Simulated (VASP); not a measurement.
Data:

```
AsB
1.0
    0.00000     2.39000     2.39000
    2.39000     0.00000     2.39000
    2.39000     2.39000     0.00000
B As
1 1
Direct
  0.00000   0.00000   0.00000
  0.25000   0.25000   0.25000
```

Level of theory: LDA (Ceperley-Alder, Perdew-Zunger), VASP's LDA PAW potentials (set 64) (plane waves; VASP). Run with 400 eV cut-off, 6×6×6 Γ-centred mesh, Fermi-Dirac smearing of 0.050 eV, potentials B As.

Q: Give the energies of bands 2 to 7 at the high-symmetry points, in eV from the valence-band maximum.

A: 
```tsv
band	Γ	X	U	L	W
2	0.00	-8.42	-8.03	-8.74	-7.93
3	0.00	-4.07	-5.96	-1.81	-5.50
4	0.00	-4.07	-3.48	-1.81	-5.21
5	3.24	1.34	1.98	2.68	5.17
6	3.24	1.41	5.46	4.74	5.85
7	3.24	11.21	9.12	4.74	6.68
```

The gap is indirect, 1.12 eV, from the valence maximum at Γ to the conduction minimum at Γ-X at 0.78.

The structure is a typed BAs crystal (F-43m). The cell was not relaxed at this level.
